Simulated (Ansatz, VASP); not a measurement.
# Cross-check of TaSb2 between VASP and Ansatz, part 2 of 2

One calculation is typed for both programs; each brings its own data sets and cutoff. How far apart do they land? The cell is taken from a series of VASP runs on this material, whose earlier steps may have relaxed, scaled or displaced it; both programs get it as it stands.

VASP 6.6.1 and Ansatz 0.2.0.

So far: Starting point; VASP: zone-centre phonons, PBEsol.

## Step 2: VASP: zone-centre phonons, PBEsol (continued)

Level of this step: PBEsol; plane waves and PAW (Ta_pv, Sb) (VASP).

Numbers of over 12 decimals in the logs are rounded to 6 here.

OUTCAR, selected parts (step 2):

```text
ion  position               nearest neighbor table
   1  0.850  0.850  0.812-   3 2.83   3 2.83   4 2.88   6 2.90   6 2.90   5 2.91   5 2.91   6 2.97
                             2 3.07
   2  0.150  0.150  0.188-   4 2.83   4 2.83   3 2.88   5 2.90   5 2.90   6 2.91   6 2.91   5 2.97
                             1 3.07
   3  0.148  0.148  0.535-   4 2.78   1 2.83   1 2.83   2 2.88   4 3.03   4 3.03   5 3.58   5 3.58
                             6 3.70   6 3.70
   4  0.852  0.852  0.465-   3 2.78   2 2.83   2 2.83   1 2.88   3 3.03   3 3.03   6 3.58   6 3.58
                             5 3.70   5 3.70
   5  0.405  0.405  0.114-   2 2.90   2 2.90   1 2.91   1 2.91   2 2.97   6 3.29   6 3.29   6 3.33
                             3 3.58   3 3.58   4 3.70   4 3.70
   6  0.595  0.595  0.886-   1 2.90   1 2.90   2 2.91   2 2.91   1 2.97   5 3.29   5 3.29   5 3.33
                             4 3.58   4 3.58   3 3.70   3 3.70

  LATTYP: Found a base centered monoclinic cell.
 ALAT       =    10.2343326946
 B/A-ratio  =     0.3553459404
 C/A-ratio  =     0.8093509923
 COS(beta)  =    -0.5073122474

 Subroutine GETGRP returns: Found  4 space group operations
 (whereof  4 operations were pure point group operations)

The static configuration has the point symmetry C_2h.

 Found    115 irreducible k-points:

   k-points           NKPTS =    115   k-points in BZ     NKDIM =    115   number of bands    NBANDS=     27

   dimension x,y,z NGX =    36 NGY =   36 NGZ =   54
   dimension x,y,z NGXF=    72 NGYF=   72 NGZF=  108

   ENCUT  =  400.0 eV  29.40 Ry    5.42 a.u.   8.86  8.86 13.51*2*pi/ulx,y,z

   NELECT =      42.0000    total number of electrons

 k-points in reciprocal lattice and weights: Automatic mesh
   0.00000000  0.00000000  0.00000000       0.002
   0.11111111  0.00000000  0.00000000       0.010
   0.22222222  0.00000000  0.00000000       0.010
   0.33333333  0.00000000  0.00000000       0.010
   0.44444444  0.00000000  0.00000000       0.010
   0.11111111  0.11111111  0.00000000       0.005
   0.22222222  0.11111111  0.00000000       0.010
   0.33333333  0.11111111  0.00000000       0.010
   0.44444444  0.11111111 -0.00000000       0.010
[...]
-----------------------------------------------------------------------------------
    total drift:                               -0.000014      0.000000      0.000000

 Eigenvectors and eigenvalues of the dynamical matrix
 ----------------------------------------------------

   1 f  =    6.887275 THz    43.274028 2PiTHz  229.734779 cm-1    28.483470 meV
             X         Y         Z           dx          dy          dz
      5.273718  0.000000  5.805128    -0.054163   -0.000000   -0.229720
      0.745174  0.000000  1.344202     0.054163   -0.000000    0.229720
     -0.738023  0.000000  3.814500     0.660418    0.000000    0.090041
      6.756915  0.000000  3.334829    -0.660418   -0.000000   -0.090041
      3.664652  0.000000  0.818583    -0.005154    0.000000   -0.003087
      2.354240  0.000000  6.330747     0.005154    0.000000    0.003087

   2 f  =    5.825918 THz    36.605323 2PiTHz  194.331712 cm-1    24.094051 meV
             X         Y         Z           dx          dy          dz
      5.273718  0.000000  5.805128    -0.304603    0.000000    0.397832
      0.745174  0.000000  1.344202    -0.304603    0.000000    0.397832
     -0.738023  0.000000  3.814500     0.016476   -0.000000   -0.293119
      6.756915  0.000000  3.334829     0.016476   -0.000000   -0.293119
      3.664652  0.000000  0.818583     0.354945    0.000000   -0.191758
      2.354240  0.000000  6.330747     0.354945   -0.000000   -0.191758

   3 f  =    5.720803 THz    35.944865 2PiTHz  190.825447 cm-1    23.659329 meV
             X         Y         Z           dx          dy          dz
      5.273718  0.000000  5.805128     0.329513   -0.000000    0.216478
      0.745174  0.000000  1.344202    -0.329513   -0.000000   -0.216478
     -0.738023  0.000000  3.814500     0.122810   -0.000000   -0.122005
      6.756915  0.000000  3.334829    -0.122810   -0.000000    0.122005
      3.664652  0.000000  0.818583     0.552245    0.000000   -0.098061
      2.354240  0.000000  6.330747    -0.552245   -0.000000    0.098061

   4 f  =    5.511395 THz    34.629114 2PiTHz  183.840339 cm-1    22.793287 meV
             X         Y         Z           dx          dy          dz
      5.273718  0.000000  5.805128     0.362721   -0.000000    0.301128
      0.745174  0.000000  1.344202     0.362721    0.000000    0.301128
     -0.738023  0.000000  3.814500    -0.110590    0.000000   -0.393430
      6.756915  0.000000  3.334829    -0.110590   -0.000000   -0.393430
      3.664652  0.000000  0.818583    -0.331722    0.000000    0.026435
      2.354240  0.000000  6.330747    -0.331722    0.000000    0.026435

   5 f  =    5.148814 THz    32.350951 2PiTHz  171.745938 cm-1    21.293773 meV
             X         Y         Z           dx          dy          dz
      5.273718  0.000000  5.805128    -0.293336   -0.000000    0.475825
      0.745174  0.000000  1.344202     0.293336   -0.000000   -0.475825
     -0.738023  0.000000  3.814500     0.124683   -0.000000    0.104656
      6.756915  0.000000  3.334829    -0.124683    0.000000   -0.104656
      3.664652  0.000000  0.818583    -0.085715    0.000000   -0.392045
      2.354240  0.000000  6.330747     0.085715    0.000000    0.392045

   6 f  =    5.096101 THz    32.019745 2PiTHz  169.987624 cm-1    21.075770 meV
             X         Y         Z           dx          dy          dz
      5.273718  0.000000  5.805128     0.000000   -0.524202   -0.000000
      0.745174  0.000000  1.344202     0.000000   -0.524202    0.000000
     -0.738023  0.000000  3.814500    -0.000000    0.216279   -0.000000
      6.756915  0.000000  3.334829     0.000000    0.216279    0.000000
      3.664652  0.000000  0.818583     0.000000    0.422417    0.000000
      2.354240  0.000000  6.330747     0.000000    0.422417   -0.000000

   7 f  =    4.773024 THz    29.989796 2PiTHz  159.210951 cm-1    19.739633 meV
             X         Y         Z           dx          dy          dz
      5.273718  0.000000  5.805128    -0.000000   -0.558754   -0.000000
      0.745174  0.000000  1.344202     0.000000    0.558754    0.000000
     -0.738023  0.000000  3.814500    -0.000000    0.431542    0.000000
      6.756915  0.000000  3.334829     0.000000   -0.431542   -0.000000
      3.664652  0.000000  0.818583     0.000000   -0.039557   -0.000000
      2.354240  0.000000  6.330747    -0.000000    0.039557    0.000000

   8 f  =    4.666357 THz    29.319587 2PiTHz  155.652924 cm-1    19.298494 meV
             X         Y         Z           dx          dy          dz
      5.273718  0.000000  5.805128     0.114356   -0.000000    0.163854
      0.745174  0.000000  1.344202    -0.114356    0.000000   -0.163854
     -0.738023  0.000000  3.814500     0.145527    0.000000   -0.594713
      6.756915  0.000000  3.334829    -0.145527   -0.000000    0.594713
      3.664652  0.000000  0.818583    -0.285002   -0.000000    0.063143
      2.354240  0.000000  6.330747     0.285002    0.000000   -0.063143

   9 f  =    4.352958 THz    27.350444 2PiTHz  145.199060 cm-1    18.002381 meV
             X         Y         Z           dx          dy          dz
      5.273718  0.000000  5.805128     0.134040    0.000000    0.185097
      0.745174  0.000000  1.344202     0.134040   -0.000000    0.185097
     -0.738023  0.000000  3.814500    -0.047905   -0.000000    0.338195
      6.756915  0.000000  3.334829    -0.047905    0.000000    0.338195
      3.664652  0.000000  0.818583    -0.115466   -0.000000   -0.563711
      2.354240  0.000000  6.330747    -0.115466    0.000000   -0.563711

  10 f  =    3.977308 THz    24.990161 2PiTHz  132.668704 cm-1    16.448816 meV
             X         Y         Z           dx          dy          dz
      5.273718  0.000000  5.805128     0.000000   -0.060519    0.000000
      0.745174  0.000000  1.344202    -0.000000    0.060519   -0.000000
     -0.738023  0.000000  3.814500     0.000000   -0.013792    0.000000
      6.756915  0.000000  3.334829     0.000000    0.013792    0.000000
      3.664652  0.000000  0.818583    -0.000000    0.704377   -0.000000
      2.354240  0.000000  6.330747     0.000000   -0.704377   -0.000000

  11 f  =    3.710643 THz    23.314655 2PiTHz  123.773715 cm-1    15.345978 meV
             X         Y         Z           dx          dy          dz
      5.273718  0.000000  5.805128    -0.108320    0.000000   -0.383454
      0.745174  0.000000  1.344202     0.108320    0.000000    0.383454
     -0.738023  0.000000  3.814500    -0.109549   -0.000000   -0.251974
      6.756915  0.000000  3.334829     0.109549   -0.000000    0.251974
      3.664652  0.000000  0.818583     0.093626    0.000000   -0.506924
      2.354240  0.000000  6.330747    -0.093626   -0.000000    0.506924

  12 f  =    3.479070 THz    21.859642 2PiTHz  116.049284 cm-1    14.388271 meV
             X         Y         Z           dx          dy          dz
      5.273718  0.000000  5.805128    -0.000000    0.429105   -0.000000
      0.745174  0.000000  1.344202     0.000000   -0.429105   -0.000000
     -0.738023  0.000000  3.814500    -0.000000    0.559983   -0.000000
      6.756915  0.000000  3.334829    -0.000000   -0.559983    0.000000
      3.664652  0.000000  0.818583     0.000000    0.047833    0.000000
      2.354240  0.000000  6.330747     0.000000   -0.047833   -0.000000

  13 f  =    3.444642 THz    21.643323 2PiTHz  114.900884 cm-1    14.245888 meV
             X         Y         Z           dx          dy          dz
      5.273718  0.000000  5.805128     0.000000   -0.110392   -0.000000
      0.745174  0.000000  1.344202    -0.000000   -0.110392    0.000000
     -0.738023  0.000000  3.814500     0.000000    0.556566    0.000000
      6.756915  0.000000  3.334829     0.000000    0.556566   -0.000000
      3.664652  0.000000  0.818583    -0.000000   -0.421957   -0.000000
      2.354240  0.000000  6.330747     0.000000   -0.421957    0.000000
    [... 43 further lines ...]
      3.664652  0.000000  0.818583    -0.012240   -0.000000    0.378598
      2.354240  0.000000  6.330747    -0.012240   -0.000000    0.378598

 ELASTIC MODULI CONTR FROM IONIC RELAXATION (kBar)
 Direction    XX          YY          ZZ          XY          YZ          ZX
 --------------------------------------------------------------------------------
 XX         -73.9464     20.5410    -26.1470      0.0000      0.0000     61.4797
 YY          20.5410   -150.4284   -136.9042      0.0000      0.0000    -22.9716
 ZZ         -26.1470   -136.9042   -297.5056      0.0000     -0.0000     48.8657
 XY           0.0000      0.0000      0.0000   -216.4186    -44.1917      0.0000
 YZ           0.0000      0.0000     -0.0000    -44.1917    -86.0740      0.0000
 ZX          61.4797    -22.9716     48.8657      0.0000      0.0000   -112.2011
 --------------------------------------------------------------------------------
```

Energies printed during the response cycles are not total energies of the cell. The PAW data sets were made with PBE, which is usual practice but a small mismatch for other functionals.

## Step 3: Ansatz: zone-centre phonons, PBEsol

Ansatz runs on its default PAW (the set named soft_2) files.

The same cell, functional, mesh and smearing now go to Ansatz, which takes its cutoff from its data sets.

File input.yaml:

```yaml
crystal:
  lattice:
    - [5.1171574945, -1.8183642879, 0.0095185283]
    - [5.1171574945, 1.8183642879, 0.0095185283]
    - [-4.2154227015, 0.0, 7.1302925838]
  atoms:
    - { symbol: Ta, position: [0.8497042829, 0.8497042829, 0.8118814231] }
    - { symbol: Ta, position: [0.1502957171, 0.1502957171, 0.1881185769] }
    - { symbol: Sb, position: [0.1480743744, 0.1480743744, 0.5345757291] }
    - { symbol: Sb, position: [0.8519256356, 0.8519256356, 0.4654242709] }
    - { symbol: Sb, position: [0.4049162393, 0.4049162393, 0.1137224561] }
    - { symbol: Sb, position: [0.5950837607, 0.5950837607, 0.8862775439] }
hamiltonian:
  xc: pbesol
  pseudopotentials: { kind: paw }
kpoints:
  mp_grid: { grid: [9, 9, 5] }
scf:
  occupations: { method: methfessel_paxton, width: 0.2 }
phonons:
  method: dfpt
  qpoints: [[0, 0, 0]]
```

On the command line:

```sh
$ ansatz run input.yaml --threads 4 --pin off --max-ram 9216MiB --backend cpu --events-out ev --progress --plain --runs-dir out
```

The program printed:

```text
zone centre: on kpoints.mp_grid the ground state, and the responses unless they are solved on pairs of k-points, stand on 115 of the mesh's 405 k-points, reduced under 2 symmetry operations, with k and −k counted as one. Each operation leaves every solved displacement unchanged or reverses it
Engine: ansatz 0.2.0, aarch64-unknown-linux-gnu
Pseudopotentials: kind: paw
Pseudopotential: Ta, paw, valence charge 13, recommended cutoff 420 eV (normal), Ta.paw.azcp
Pseudopotential: Sb, paw, valence charge 15, recommended cutoff 420 eV (normal), Sb.paw.azcp
Functional definition: PBEsol
  exchange = pbesol_x
  correlation = pbesol_c
Crystal: 6 atoms, lattice volume = 132.839 Å³
Basis set: ecut = 420 eV, 2569 PW (Γ), exchange–correlation on 80×80×120 points (8 copies of the dense FFT grid, shifted against one another)
Bands: 52, of which v1, the nominal top of the filled ones, is band 43 counted from 1 (42 counted from 0)
Symmetry: 4 space group operations
k-points: 115 of 405 (irreducible under 2 space group operations, time reversal used)
Non-local potential: Ta, projectors of the file, l = 0: 3, l = 1: 2, l = 2: 2, l = 3: 1
Non-local potential: Sb, projectors of the file, l = 0: 2, l = 1: 2, l = 2: 2, l = 3: 2
PAW form: soft (Blöchl's): semilocal exchange-correlation on the pseudo side does not see the compensation charge
PAW frozen core: Ta, regenerated for the run's functional, and the local potential with it (the file was generated under x = pbe(κ = 0.804, μ = 0.219515), c = pbe(β = 0.066725))
PAW frozen core: Sb, regenerated for the run's functional, and the local potential with it (the file was generated under x = pbe(κ = 0.804, μ = 0.219515), c = pbe(β = 0.066725))
PAW one-centre angular grid: Ta, 590 points (default); XC on 64 Gauss nodes
PAW one-centre angular grid: Sb, 590 points (default); XC on 64 Gauss nodes
Initial density: superposition of atomic densities (neutral atoms: chi_scale 0, normalization atom), corrected by the library's trained network
Initial wavefunctions: pseudopotential atomic-orbital guess
Functional: x = pbesol(κ = 0.804, μ = 0.123457), c = pbesol(β = 0.046)
SCF iter   1: F=—  HF=-45246.552176 eV  |F-HF|=—  |Δ(HF+E_count)|=         —  Δρ=5.09e-3  dr2=2.32e-2  ethr=1.77e-3  ⟨swp⟩=6.6  Hψ=25233  notcnv=0
preconditioner: auto → Kerker (q_TF=auto, 2.538 Å⁻¹)  [metal: Δε(μ)=0.062 eV  Ē_g=7.207 eV  σ=0.200 eV  W_gap=0.25  n_scr=38 (ndim 8)  ℏωp=17.6 eV  f_vac=0.000  D(μ)=0.78/eV (n_scr^D=2)]
SCF iter   2: F=—  HF=-45246.549275 eV  |F-HF|=—  |Δ(HF+E_count)|=   2.90e-3  S|Δr|=    0.00e0  Δρ=2.79e-3  dr2=7.79e-3  ethr=2.70e-5  ⟨swp⟩=2.4  Hψ=11842  notcnv=0
SCF iter   3: F=—  HF=-45246.548445 eV  |F-HF|=—  |Δ(HF+E_count)|=   8.29e-4  S|Δr|=    0.00e0  Δρ=3.77e-4  dr2=2.93e-4  ethr=9.05e-6  ⟨swp⟩=2.8  Hψ=9756  notcnv=0
SCF iter   4: F=—  HF=-45246.548393 eV  |F-HF|=—  |Δ(HF+E_count)|=   5.24e-5  S|Δr|=    0.00e0  Δρ=9.37e-5  dr2=2.36e-5  ethr=3.41e-7  ⟨swp⟩=2.0  Hψ=7356  notcnv=0
SCF iter   5: F=—  HF=-45246.548391 eV  |F-HF|=—  |Δ(HF+E_count)|=   2.12e-6  S|Δr|=    0.00e0  Δρ=2.59e-5  dr2=2.27e-6  ethr=2.75e-8  ⟨swp⟩=2.0  Hψ=7360  notcnv=0
SCF iter   6: F=—  HF=-45246.548470 eV  |F-HF|=—  |Δ(HF+E_count)|=   7.92e-5  S|Δr|=    0.00e0  Δρ=1.01e-5  dr2=3.30e-7  ethr=2.63e-9  ⟨swp⟩=2.0  Hψ=8587  notcnv=0
SCF iter   7: F=—  HF=-45246.548470 eV  |F-HF|=—  |Δ(HF+E_count)|=   7.24e-8  S|Δr|=    0.00e0  Δρ=2.79e-6  dr2=2.72e-8  ethr=3.84e-10  ⟨swp⟩=2.0  Hψ=8590  notcnv=0
SCF iter   8: F=—  HF=-45246.548470 eV  |F-HF|=—  |Δ(HF+E_count)|=   4.96e-9  S|Δr|=    0.00e0  Δρ=8.53e-7  dr2=1.98e-9  ethr=3.16e-11  ⟨swp⟩=2.0  Hψ=7303  notcnv=0
SCF iter   9: F=—  HF=-45246.548470 eV  |F-HF|=—  |Δ(HF+E_count)|=  2.18e-10  S|Δr|=    0.00e0  Δρ=2.79e-7  dr2=1.32e-10  ethr=2.31e-12  ⟨swp⟩=2.0  Hψ=9228  notcnv=0
SCF iter  10: F=—  HF=-45246.548470 eV  |F-HF|=—  |Δ(HF+E_count)|=  2.91e-11  S|Δr|=    0.00e0  Δρ=8.66e-8  dr2=1.52e-11  ethr=1.00e-12  ⟨swp⟩=1.0  Hψ=5714  notcnv=0
SCF iter  11: F=-45246.548470 eV  HF=-45246.548470 eV  |F-HF|=7.28e-12  |Δ(HF+E_count)|=    0.00e0  S|Δr|=    0.00e0  Δρ=2.33e-8  dr2=8.93e-13  ethr=1.00e-12  ⟨swp⟩=11.2  Hψ=27557  notcnv=0
SCF 1 converged in 11 iterations: F = -45246.548470 eV  dr2 = 8.93e-13
  greatest PAW one-centre occupation: 1.000 electrons in one spin orbital (limit 2), on the Ta atom at site 1 (counted from 0), in its partial waves of l = 0
DFPT response loops at Γ: preconditioner auto → Kerker (q_TF=auto, 2.538 Å⁻¹) (partly filled bands, converged f_vac=0.000); β = 1.00, the filter's whole step (`scf.mixing.beta` (0.50) is not read by the response loops under this deck's `scf.mixing.preconditioner`; to damp them name `kerker` or `kerker_dos`, under which they read `scf.mixing.beta`, and type it under 1.00, their step now; both keys bind the ground state too); Broyden in place of MSR1
SCF converged after 11 iterations
Stability not checked: this state was not tested for a lower state beside it, because cold or Methfessel-Paxton smearing, or corrected tetrahedra, fill the levels in a way that the test cannot read (fill_not_monotonic; see scf.lower_state_search)
Free energy (F): -45246.548470 eV
Harris-Foulkes:  -45246.548470 eV  (|F-HF|=7.28e-12)
Internal energy: -45246.550418 eV  (E = F + TS)
E sigma→0 (E₀):  -45246.548957 eV
Entropy (-TS):   0.001948 eV (0.325 meV/atom)
Fermi energy:    14.702433 eV
--- Per-component energies (eV) ---
  E_band       = -718.783084
  E_kinetic    = 1571.017574
  E_local      = -6785.912224  (includes V_loc(G=0)·N_el)
  E_nonlocal   = 1497.011643
  E_hartree    = 3009.422081
  E_xc         = -987.897258
  E_vxc        = -799.747094  (∫ρ·V_xc dr)
  E_paw        = -34551.221446  (= ΣΔE_a)
  E_vpaw       = -2219.997430  (= ΣTr[D̂ρ^β])
  E_aug_tail   = 0.000280  (compensation charges beyond the density's cutoff)
  E_ewald      = -9000.725791
  E_core_change = 1.754721  (= ΣΔE_core)
  E_smearing   = 0.001948  (= −TS)
  E_closure    = -0.000000  (closes the sum)
  Σ components = -45246.548470   (vs F -45246.548470, Δ=0.00e0)
--- Band table (eV; the first three rows and the last of 115) ---
  k-point 0: bands = [... 39 lower, 13.0679, 13.6665, 13.7954, 14.1366, 15.3275, 16.1123, 16.9010, 16.9645, ... 5 higher]
  k-point 1: bands = [... 39 lower, 13.1309, 13.5419, 13.7946, 14.0383, 15.4667, 16.2068, 16.4854, 16.9060, ... 5 higher]
  k-point 2: bands = [... 39 lower, 13.0080, 13.4880, 13.6655, 14.2288, 15.1080, 16.3850, 16.4391, 16.7205, ... 5 higher]
  k-point 114: bands = [... 39 lower, 13.7435, 13.7563, 14.2051, 14.4704, 14.5617, 16.1575, 16.3275, 16.4467, ... 5 higher]
--- Phonons (Γ-DFPT): 9 representative perturbations + reference, on 115 of 405 k-points (Σ response iterations 27) ---
  k mesh reduced under 2 symmetry operations, with k and −k counted as one. Each operation leaves every solved displacement unchanged or reverses it
  ASR residual: 8.605e-5 → 0.000e0 eV/Å²; symmetrization residual: 8.069e-5 eV/Å²
  ASR residual per site (eV/Å²): 8.60e-5 8.60e-5 6.11e-5 6.11e-5 7.29e-5 7.29e-5
  Γ frequencies (cm⁻¹): 0.00 0.00 0.00 94.45 107.12 114.78 115.56 123.49 132.24 144.86 155.25 158.89 169.73 171.11 183.52 189.85 193.95 225.95
  non-analytic LO–TO correction: not included (Born effective charges unavailable; polar crystals: no LO–TO splitting at Γ)
--- Phonons (arbitrary-q DFPT): 1 explicit q-point ---
  q = [0, 0, 0] (of the zone-centre solve; hermiticity 1.02e-5, symmetrization 1.15e-13): -0.00 -0.00 -0.00 94.45 107.12 114.78 115.56 123.49 132.24 144.86 155.25 158.89 169.73 171.11 183.52 189.85 193.95 225.95
  sum rule: each row above includes the acoustic sum rule's correction from the zone centre's row sums; it moved no ω² by more than (0.40 cm⁻¹)²
```

Wall time 7.6 min (4 threads of Arm Neoverse N1, shared host); peak memory 2.8 GiB.

Reading the cycles: dr2 is the Hartree energy of the density residual (eV), the measure of convergence; HF is the Harris–Foulkes estimate of the energy, which meets the free energy F at convergence.

## Step 4: Differences

Known differences besides the potentials themselves: the data sets hold 86 valence electrons in Ansatz (default PAW (the set named soft_2) files) and 42 in VASP; the cutoff is 420 eV in Ansatz and 400 eV in VASP; Ansatz makes its cores anew for this functional, VASP keeps those of its PBE data sets. Total energies have different zeros and are not compared.

The two programs side by side:

```tsv
quantity	Ansatz	VASP	difference
optical mode 1 (cm⁻¹)	94.5	94.6	-0.18 %
optical mode 2 (cm⁻¹)	107.1	107.3	-0.17 %
optical mode 3 (cm⁻¹)	114.8	114.9	-0.11 %
optical mode 4 (cm⁻¹)	115.6	116.0	-0.42 %
optical mode 5 (cm⁻¹)	123.5	123.8	-0.23 %
optical mode 6 (cm⁻¹)	132.2	132.7	-0.32 %
optical mode 7 (cm⁻¹)	144.9	145.2	-0.23 %
optical mode 8 (cm⁻¹)	155.2	155.7	-0.26 %
optical mode 9 (cm⁻¹)	158.9	159.2	-0.20 %
optical mode 10 (cm⁻¹)	169.7	170.0	-0.15 %
optical mode 11 (cm⁻¹)	171.1	171.7	-0.37 %
optical mode 12 (cm⁻¹)	183.5	183.8	-0.17 %
optical mode 13 (cm⁻¹)	189.8	190.8	-0.51 %
optical mode 14 (cm⁻¹)	193.9	194.3	-0.20 %
optical mode 15 (cm⁻¹)	225.9	229.7	-1.65 %
```

Modes are paired by rising frequency and degeneracy, not by their patterns, so a pair may still set unlike modes beside each other.

## Step 5: What came out

```
r.m.s. difference of the optical zone-centre modes, each program's sorted by frequency (zone-centre phonons, PBEsol) : 1.1 cm⁻¹
difference in optical mode 15 (zone-centre phonons, PBEsol)                                                          : -1.6 %
```

What this shows: The r.m.s. difference of the optical zone-centre modes, each program's sorted by frequency is 1.1 cm⁻¹ (zone-centre phonons, PBEsol). Among the rows given in per cent, the largest difference of the zone-centre phonons, PBEsol pair is in optical mode 15, -1.6 %. 1 further run of this series is not shown here. How closely two codes agree says nothing of how well the functional describes the real material.

[Lines on the potential files, build, host, timing and source positions are cut from VASP's logs without a mark.]

[Logs are printed without paths, hosts, clocks, repeated set-up lines and the standing remarks that a program may print on its own settings, such as how far it seeks lower states.]

[Hosts, paths, dates, database ids (printed as entryN), source tags and the programs' standing remarks are cut or masked in the printed files.]
